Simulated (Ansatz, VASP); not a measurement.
# In in two plane-wave programs

Aim: how closely do two programs agree when they are given the same cell, functional and k mesh? The cell is taken from a series of runs on this material, whose earlier steps may have relaxed, scaled, displaced or heated it; both programs get it as it stands.

Method: plane waves, with VASP 6.6.1 beside it; relaxation of cell and atoms at LDA, in Ansatz 0.2.0.

### 1. Set-up

The structure is tetragonal, space group I4/mmm (No. 139). The conventional cell has a = 3.174 Å, b = 3.174 Å, c = 4.888 Å, α = 90.00°, β = 90.00°, γ = 90.00°. Nearest to In lie 12 In at 3.17 to 3.32 Å.

### 2. Ansatz: relaxation of cell and atoms, LDA

Ansatz runs on its PAW soft_1 files.

The relaxed volume is the usual yardstick between codes: in a stiff, nearly cubic crystal its relative difference is about their pressure difference at one cell divided by the bulk modulus.

The input, input.yaml:

```yaml
crystal:
  lattice:
    - [-1.5869204983, 1.5869204983, 2.4441068718]
    - [1.5869204983, -1.5869204983, 2.4441068718]
    - [1.5869204983, 1.5869204983, -2.4441068718]
  atoms:
    - { symbol: In, position: [0.0, 0.0, 0.0] }
kpoints:
  mp_grid: { grid: [22, 22, 22] }
hamiltonian:
  xc: lda
  pseudopotentials: { kind: paw, azcp: { folder: soft_1 }, xc_functional: pbe }
scf:
  occupations: { method: fermi_dirac, width: 0.15 }
output:
  forces: true
  stress: true
  eigenvalues: true
relax:
  adjacent_minimum: "off"
  f_tol: 0.001
  max_steps: 60
  cell: { stress_tol: 0.01 }
```

Run with:

```sh
$ ansatz run input.yaml --threads 4 --pin off --max-ram 15360MiB --backend cpu --events-out ev --progress --plain --runs-dir out
```

Numbers of over 12 decimals in the logs are rounded to 6 here.

What it wrote:

```text
Engine: ansatz 0.2.0, aarch64-unknown-linux-gnu
Pseudopotentials: kind: paw
Pseudopotential: In, paw, valence charge 13, recommended cutoff 420 eV (normal), soft_1/In.paw.azcp
Functional definition: SPW92
  exchange = slater_x
  correlation = pw_c
Crystal: 1 atoms, lattice volume = 24.620 Å³
Basis set: ecut = 420 eV, 493 PW (Γ)
Bands: 11, of which v1, the nominal top of the filled ones, is band 7 counted from 1 (6 counted from 0)
Symmetry: 16 space group operations
Space group: I4/mmm (ITA 139), of the structure as read, at distance tolerance 2.9e-5 Å
k-points: 834 of 10648
Non-local potential: In, projectors of the file, l = 0: 2, l = 1: 2, l = 2: 2, l = 3: 1
PAW form: soft (Blöchl's): semilocal exchange-correlation on the pseudo side does not see the compensation charge
PAW frozen core: In, regenerated for the run's functional, and the local potential with it (the file was generated under x = pbe(κ = 0.804, μ = 0.219515), c = pbe(β = 0.066725))
PAW one-centre angular grid: In, 590 points (default); XC on 64 Gauss nodes
Initial density: superposition of atomic densities (chi_scale 0.1, normalization cell)
Initial wavefunctions: pseudopotential atomic-orbital guess
Functional: x = slater, c = lda
SCF iter   1: F=—  HF=-5457.281288 eV  |F-HF|=—  |Δ(HF+E_count)|=         —  Δρ=1.79e-2  dr2=1.03e-1  ethr=3.10e-3  ⟨swp⟩=5.2  Hψ=58050  notcnv=0
preconditioner: auto → none  [metal: Δε(μ)=0.006 eV  Ē_g=19.547 eV  σ=0.150 eV  W_gap=0.01  n_scr=8 (ndim 8)  ℏωp=27.0 eV  f_vac=0.000  D(μ)=0.42/eV (n_scr^D=0)  sad-step TF]
SCF iter   2: F=—  HF=-5457.238209 eV  |F-HF|=—  |Δ(HF+E_count)|=   4.31e-2  Δρ=9.32e-3  dr2=2.61e-2  ethr=7.93e-4  ⟨swp⟩=2.9  Hψ=22421  notcnv=0  defer=117
SCF iter   3: F=—  HF=-5457.230612 eV  |F-HF|=—  |Δ(HF+E_count)|=   7.60e-3  Δρ=2.17e-3  dr2=6.91e-4  ethr=2.01e-4  ⟨swp⟩=2.7  Hψ=15435  notcnv=0  defer=117
SCF iter   4: F=—  HF=-5457.230507 eV  |F-HF|=—  |Δ(HF+E_count)|=   1.05e-4  Δρ=1.92e-4  dr2=7.00e-6  ethr=5.31e-6  ⟨swp⟩=2.2  Hψ=16870  notcnv=0  defer=118
SCF iter   5: F=—  HF=-5457.230504 eV  |F-HF|=—  |Δ(HF+E_count)|=   3.53e-6  Δρ=2.48e-5  dr2=1.04e-7  ethr=5.38e-8  ⟨swp⟩=2.0  Hψ=14477  notcnv=0  defer=118
SCF iter   6: F=-5457.230504 eV  HF=-5457.230504 eV  |F-HF|=2.25e-10  |Δ(HF+E_count)|=   4.61e-8  Δρ=1.47e-6  dr2=3.22e-10  ethr=7.69e-10  ⟨swp⟩=6.2  Hψ=41620  notcnv=0
SCF 1 converged in 6 iterations: F = -5457.230504 eV  dr2 = 3.22e-10
  greatest PAW one-centre occupation: 0.982 electrons in one spin orbital (limit 2), on the In atom at site 0 (counted from 0), in its partial waves of l = 2
relax step   1: F+E_penalty+E_count = -5457.23050359 eV  Δ(F+E_penalty+E_count) = +0.000e0 eV  max|allowed force component| = 0.000e0 eV/Å  Δτ_max = 0.0000 Å  P = +0.049 GPa  Ω = 24.620 Å³  (6 SCF iters, dr2 threshold 1.00e-7 eV, accepted)
[...]
relax step   2: F+E_penalty+E_count = -5457.23050510 eV  Δ(F+E_penalty+E_count) = -1.507e-6 eV  max|allowed force component| = 0.000e0 eV/Å  Δτ_max = 0.0000 Å  P = -0.002 GPa  Ω = 24.646 Å³  energy of the carried Pulay correction = -2.972e-6 eV  (3 SCF iters, dr2 threshold 1.10e-8 eV, accepted)
[...]
relax step   3: F+E_penalty+E_count = -5457.23050570 eV  Δ(F+E_penalty+E_count) = -6.027e-7 eV  max|allowed force component| = 0.000e0 eV/Å  Δτ_max = 0.0000 Å  P = -0.004 GPa  Ω = 24.647 Å³  energy of the carried Pulay correction = -3.124e-6 eV  (3 SCF iters, dr2 threshold 5.22e-10 eV, accepted)
[...]
relax step   4: F+E_penalty+E_count = -5457.23050944 eV  Δ(F+E_penalty+E_count) = -3.738e-6 eV  max|allowed force component| = 0.000e0 eV/Å  Δτ_max = 0.0000 Å  P = -0.005 GPa  Ω = 24.648 Å³  energy of the carried Pulay correction = -3.464e-6 eV  (4 SCF iters, dr2 threshold 3.61e-10 eV, accepted)
[...]
relax step   5: F+E_penalty+E_count = -5457.23051327 eV  Δ(F+E_penalty+E_count) = -3.829e-6 eV  max|allowed force component| = 0.000e0 eV/Å  Δτ_max = 0.0000 Å  P = -0.005 GPa  Ω = 24.648 Å³  stress off target by 5.44e-3 GPa  SCF on the basis re-selected at this cell (its energy is not comparable with the rows above)  (5 SCF iters)
basis re-selected at this cell: Δ(F+E_penalty+E_count) = -3.829e-6 eV, ΔP = +0.000 GPa vs the last step (what re-selecting the basis moved, of the pressure what is left beyond the Pulay correction that the steps carried, after the strain that the cell walked since its last selection, with what the two solves' SCF thresholds leave and, on support functions, any second-order correction that the steps lacked; it is no measure of the basis error at this ecutwfc). This SCF's stress stands 5.44e-3 GPa from its target on what of the cell is left free (relax.cell.stress_tol is 1.00e-2 GPa) and its largest allowed force component is 0.00e0 eV/Å (relax.f_tol is 1.00e-3 eV/Å): [rest of the remark cut]
SCF converged after 5 iterations
Free energy (F): -5457.230513 eV
Harris-Foulkes:  -5457.230513 eV  (|F-HF|=9.09e-13)
Internal energy: -5457.198884 eV  (E = F + TS)
E sigma→0 (E₀):  -5457.214699 eV
Entropy (-TS):   -0.031630 eV (-31.630 meV/atom)
Fermi energy:    10.819600 eV
--- Per-component energies (eV) ---
  E_band       = -16.073985
  E_kinetic    = 218.378229
  E_local      = -978.893237  (includes V_loc(G=0)·N_el)
  E_nonlocal   = 329.704980
  E_hartree    = 390.366222
  E_xc         = -143.347739
  E_vxc        = -92.047720  (∫ρ·V_xc dr)
  E_paw        = -4066.328286  (= ΣΔE_a)
  E_vpaw       = -273.948751  (= ΣTr[D̂ρ^β])
  E_aug_tail   = 0.000075  (compensation charges beyond the density's cutoff)
  E_ewald      = -1207.363661
  E_core_change = 0.284535  (= ΣΔE_core)
  E_smearing   = -0.031630  (= −TS)
  E_closure    = 0.000000  (closes the sum)
  Σ components = -5457.230513   (vs F -5457.230513, Δ=0.00e0)
--- Forces (eV/Å), atoms counted from 1 ---
  atom   1  In    -0.00000000     0.00000000     0.00000000
  max |Σ_I F_I| component: 3.94e-31 eV/Å
--- Stress (GPa, compression-positive) ---
       -0.005372       0.000000       0.000000
        0.000000      -0.005372       0.000000
        0.000000       0.000000      -0.005443
  P = ⅓ Tr σ = -0.0054 GPa (-0.054 kbar)
--- Band table (eV; the first three rows and the last of 834) ---
  k-point 0: bands = [... 3 lower, -3.6599, -3.5119, 0.8275, 21.7861, 21.7861, 22.0055, 22.6659, 25.3783]
  k-point 1: bands = [... 3 lower, -3.6565, -3.5169, 0.8943, 21.3236, 21.5349, 21.5396, 22.3632, 25.8943]
  k-point 2: bands = [... 3 lower, -3.6481, -3.5309, 1.0955, 20.3547, 20.5811, 20.9233, 21.7411, 26.3628]
  k-point 833: bands = [... 3 lower, -3.3669, -3.3669, 7.6824, 7.8551, 15.8308, 15.8308, 19.5579, 19.6431]
--- Relaxed structure (4 steps of the walk, 4 accepted, 1 SCFs on fresh bases) ---
  F+E_penalty+E_count = -5457.23051327 eV   max|allowed force component| = 0.000e0 eV/Å   (the final SCF, on the basis selected at the relaxed cell)
  cell:  # Å, volume = 24.6475 Å³
    - [-1.585367, 1.585367, 2.451621]
    - [1.585367, -1.585367, 2.451621]
    - [1.585367, 1.585367, -2.451621]
  atoms:
    - { symbol: In, position: [0.0, 0.0, 0.0] }
```

Reading the cycles: dr2 is the Hartree energy of the density residual (eV), the measure of convergence; HF is the Harris–Foulkes estimate of the energy, which meets the free energy F at convergence.

### 3. VASP: relaxation of cell and atoms, LDA

The same cell, functional (in two slightly different forms), mesh and smearing now go to VASP, with its own data sets.

Lines of VASP's logs that name or quote its potential files are left out, and so is its time.

The input, INCAR:

```
SYSTEM = In
PREC = Accurate
ENCUT = 500
EDIFF = 1E-07
NELM = 120
ISMEAR = -1
SIGMA = 0.15
LREAL = .FALSE.
ALGO = Normal
GGA = CA
NBANDS = 12
LORBIT = 11
LWAVE = .FALSE.
LCHARG = .FALSE.
ISIF = 3
IBRION = 2
NSW = 80
EDIFFG = -0.005
LASPH = .TRUE.
GGA_COMPAT = .FALSE.
NELMIN = 4
```

The input, POSCAR:

```
In
1.0
   -1.5869200000      1.5869200000      2.4441070000
    1.5869200000     -1.5869200000      2.4441070000
    1.5869200000      1.5869200000     -2.4441070000
In
1
Direct
    0.0000000000      0.0000000000      0.0000000000
```

The input, KPOINTS:

```
Automatic mesh
0
Gamma
22 22 22
0 0 0
```

PAW data sets: In_d (LDA family, release 64).

Run with:

```sh
$ mpirun -np 1 vasp_std
```

What it wrote:

```text
[banner, memory and clock lines left out]
running    1 mpi-ranks, on    1 nodes
 distrk:  each k-point on    1 cores,    1 groups
 distr:  one band on    1 cores,    1 groups

 POSCAR found type information on POSCAR In
 POSCAR found :  1 types and       1 ions
 LDA part: xc-table for (Slater(with rela. corr.)+CA(PZ))
 , standard interpolation
 POSCAR, INCAR and KPOINTS ok, starting setup
 FFT: planning ... GRIDC
 FFT: planning ... GRID_SOFT
 FFT: planning ... GRID
 WAVECAR not read
 entering main loop
       N       E                     dE             d eps       ncg     rms          rms(c)
DAV:   1     0.768392054605E+02    0.76839E+02   -0.61353E+03 20440   0.136E+03
DAV:   2     0.465538173919E+00   -0.76374E+02   -0.74250E+02 21068   0.289E+02
DAV:   3    -0.318695924323E+01   -0.36525E+01   -0.36409E+01 23804   0.641E+01
DAV:   4    -0.326926788076E+01   -0.82309E-01   -0.82282E-01 25288   0.950E+00
DAV:   5    -0.327294823274E+01   -0.36804E-02   -0.36802E-02 27512   0.180E+00    0.273E+00
DAV:   6    -0.324157203572E+01    0.31376E-01   -0.44869E-02 25500   0.443E+00    0.133E+00
DAV:   7    -0.323422496031E+01    0.73471E-02   -0.12648E-02 30228   0.211E+00    0.274E-01
DAV:   8    -0.323345290056E+01    0.77206E-03   -0.83048E-04 24608   0.543E-01    0.198E-02
DAV:   9    -0.323344939679E+01    0.35038E-05   -0.14250E-05 29312   0.520E-02    0.165E-02
DAV:  10    -0.323344954984E+01   -0.15305E-06   -0.69624E-07 23972   0.957E-03    0.566E-04
DAV:  11    -0.323344955284E+01   -0.29931E-08   -0.19356E-08 16416   0.208E-03
   1 F= -.32334496E+01 E0= -.32176228E+01  d E =-.323345E+01
 curvature:   0.00 expect dE= 0.000E+00 dE for cont linesearch  0.000E+00
 trial: gam= 0.00000 g(F)=  0.164E-61 g(S)=  0.206E-04 ort = 0.000E+00 (trialstep = 0.100E+01)
 search vector abs. value=  0.206E-04
 bond charge predicted
       N       E                     dE             d eps       ncg     rms          rms(c)
DAV:   1    -0.323392174384E+01   -0.47219E-03   -0.10107E-02 25444   0.217E+00    0.131E-01
DAV:   2    -0.323351873175E+01    0.40301E-03   -0.79028E-04 24588   0.627E-01    0.442E-02
DAV:   3    -0.323346605896E+01    0.52673E-04   -0.15158E-04 29528   0.264E-01    0.205E-02
DAV:   4    -0.323346430483E+01    0.17541E-05   -0.41518E-06 22520   0.207E-02    0.118E-02
DAV:   5    -0.323346332971E+01    0.97511E-06   -0.12112E-06 23896   0.886E-03    0.309E-03
DAV:   6    -0.323346335068E+01   -0.20961E-07   -0.11414E-07 21696   0.293E-03
   2 F= -.32334634E+01 E0= -.32176163E+01  d E =-.137978E-04
 trial-energy change:   -0.000014  1 .order   -0.000012   -0.000021   -0.000003
 step:   1.0975(harm=  1.1706)  dis= 0.00000  next Energy=    -3.233463 (dE=-0.139E-04)
 reached required accuracy - stopping structural energy minimisation
```

OUTCAR, selected parts (step 3):

```text
ion  position               nearest neighbor table
   1  0.000  0.000  0.000-

  LATTYP: Found a body centered tetragonal cell.
 ALAT       =     3.1738400000
 C/A-ratio  =     1.5401576639

 Subroutine GETGRP returns: Found 16 space group operations
 (whereof 16 operations were pure point group operations)

The static configuration has the point symmetry D_4h.

 Found    834 irreducible k-points:

   k-points           NKPTS =    834   k-points in BZ     NKDIM =    834   number of bands    NBANDS=     12

   dimension x,y,z NGX =    24 NGY =   24 NGZ =   24
   dimension x,y,z NGXF=    48 NGYF=   48 NGZF=   48

   ENCUT  =  500.0 eV  36.75 Ry    6.06 a.u.   6.05  6.05  6.05*2*pi/ulx,y,z

   NELECT =      13.0000    total number of electrons

 k-points in reciprocal lattice and weights: Automatic mesh
   0.00000000  0.00000000  0.00000000       0.000
   0.04545455 -0.00000000  0.00000000       0.001
   0.09090909 -0.00000000  0.00000000       0.001
   0.13636364  0.00000000  0.00000000       0.001
   0.18181818  0.00000000  0.00000000       0.001
   0.22727273  0.00000000  0.00000000       0.001
   0.27272727  0.00000000 -0.00000000       0.001
   0.31818182  0.00000000  0.00000000       0.001
   0.36363636  0.00000000 -0.00000000       0.001
[...]
-0.45454545 -0.45454545  0.45454545       0.000
   0.50000000  0.50000000  0.50000000       0.000

 average (electrostatic) potential at core
       1 -92.7872

 E-fermi :   7.9096

 k-point     1 :       0.0000    0.0000    0.0000
  band No.  band energies     occupation
    ...
      2      -6.6626      2.00000
      3      -6.6626      2.00000
      4      -6.5829      2.00000
      5      -6.4407      2.00000
      6      -2.0742      2.00000
      7      18.8698      0.00000
      8      18.8698      0.00000
      9      19.0832      0.00000
     10      19.7350      0.00000
     11      22.4552      0.00000
    ...

 k-point     2 :       0.0455   -0.0000    0.0000
  band No.  band energies     occupation
    ...
      2      -6.6631      2.00000
      3      -6.6587      2.00000
      4      -6.5822      2.00000
      5      -6.4426      2.00000
      6      -2.0269      2.00000
      7      18.2533      0.00000
      8      18.8134      0.00000
      9      18.8930      0.00000
     10      19.6393      0.00000
     11      22.6518      0.00000
    ...

 k-point     3 :       0.0909   -0.0000    0.0000
  band No.  band energies     occupation
    ...
      2      -6.6653      2.00000
      3      -6.6478      2.00000
      4      -6.5784      2.00000
      5      -6.4474      2.00000
      6      -1.8841      2.00000
      7      16.8177      0.00000
      8      18.5349      0.00000
      9      18.6654      0.00000
     10      19.6084      0.00000
     11      22.4163      0.00000
    ...

  Total        0.0001191      0.0001191      0.0040688      0.0000000      0.0000000      0.0000000
  in kB        0.0077378      0.0077378      0.2643297      0.0000000      0.0000000      0.0000000
  external PRESSURE =       0.0932685 kB  Pullay stress =       0.0000000 kB

  energy-cutoff  :      500.00
  volume of cell :       24.66
      direct lattice vectors                 reciprocal lattice vectors
    -1.587706615  1.587706615  2.445838367     0.000000000  0.314919643  0.204428881
     1.587706615 -1.587706615  2.445838367     0.314919643  0.000000000  0.204428881
     1.587706615  1.587706615 -2.445838367     0.314919643  0.314919643  0.000000000

 POSITION                                       TOTAL-FORCE (eV/Angst)
 -----------------------------------------------------------------------------------
      0.00000      0.00000      0.00000         0.000000      0.000000     -0.000000
 -----------------------------------------------------------------------------------
    total drift:                                0.000000      0.000000      0.000000

  FREE ENERGIE OF THE ION-ELECTRON SYSTEM (eV)
  ---------------------------------------------------
  free  energy   TOTEN  =        -3.2334633507 eV

  energy  without entropy=       -3.2017692963  energy(sigma->0) =       -3.21761632

 reached required accuracy - stopping structural energy minimisation

 total charge
# of ion       s       p       d       tot
------------------------------------------
    1        1.012   0.534   9.851  11.397

[... 3 further parts left out ...]
```

### 4. Differences

Known differences besides the potentials themselves: the two LDA forms differ slightly; the cutoff is 420 eV in Ansatz and 500 eV in VASP; VASP's log shows a relativistic correction to its local exchange, Ansatz's none; Ansatz adds a Pulay correction to the stress that steers its cell, VASP none. Total energies have different zeros and are not compared.

Compared:

| quantity | Ansatz | VASP | difference |
| --- | --- | --- | --- |
| volume (Å³) | 24.65 | 24.66 | -0.06 % |
| edge a after relaxation, in the typed setting (Å) | 3.322 | 3.320 | +0.06 % |

### 5. What came out

```
difference in edge a after relaxation, in the typed setting (relaxation of cell and atoms, LDA) : 0.060 %
```

In words: The difference in edge a after relaxation, in the typed setting is 0.060 % (relaxation of cell and atoms, LDA), within the 1.2 % picked in this series as the mark of a large difference, as far as the stopping tolerances let one tell. How closely two codes agree says nothing of how well the functional describes the real material.

[Lines on the potential files, build, host, timing and source positions are cut from VASP's logs without a mark.]

[Logs are printed without paths, hosts, clocks, repeated set-up lines and the standing remarks that a program may print on its own settings, such as how far it seeks lower states.]

[Hosts, paths, dates, database ids (printed as entryN), source tags and the programs' standing remarks are cut or masked in the printed files.]
